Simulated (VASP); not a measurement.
```yaml
crystal:
  lattice:
    - [3.99501, 2.30652, 2.62737]
    - [-3.99501, 2.30652, 2.62737]
    - [0.00000, -4.61304, 2.62737]
  atoms:
    - { symbol: Si, position: [0.71526, 0.28474, 0.50000] }
    - { symbol: Si, position: [0.50000, 0.71526, 0.28474] }
    - { symbol: Si, position: [0.28474, 0.50000, 0.71526] }
    - { symbol: O, position: [0.30871, 0.69129, 0.50000] }
    - { symbol: O, position: [0.50000, 0.30871, 0.69129] }
    - { symbol: O, position: [0.69129, 0.50000, 0.30871] }
    - { symbol: O, position: [0.00000, 0.33312, 0.66688] }
    - { symbol: O, position: [0.66688, 0.00000, 0.33312] }
    - { symbol: O, position: [0.33312, 0.66688, 0.00000] }
```

The numbers are results of PBEsol GGA, VASP's PBE PAW potentials (set 64) (plane waves; VASP 6.6.1), not measurements. Numerical set-up: 520 eV cut-off, 6×6×6 Γ-centred mesh, Gaussian smearing of 0.010 eV, potentials Si O.

**Question.** Predict the energy per atom (σ→0), band gap (on the k-mesh) with the smallest direct gap where there is one.

**Answer.** 
The band gap (on the k-mesh) is 5.64 eV and the smallest direct gap (on the k-mesh) is 5.64 eV. The energy per atom (σ→0) comes out as -8200 meV/atom.

The structure comes from a computed database's SiO2 entry (R32); how it stands against other phases isn't given here. It was relaxed first.
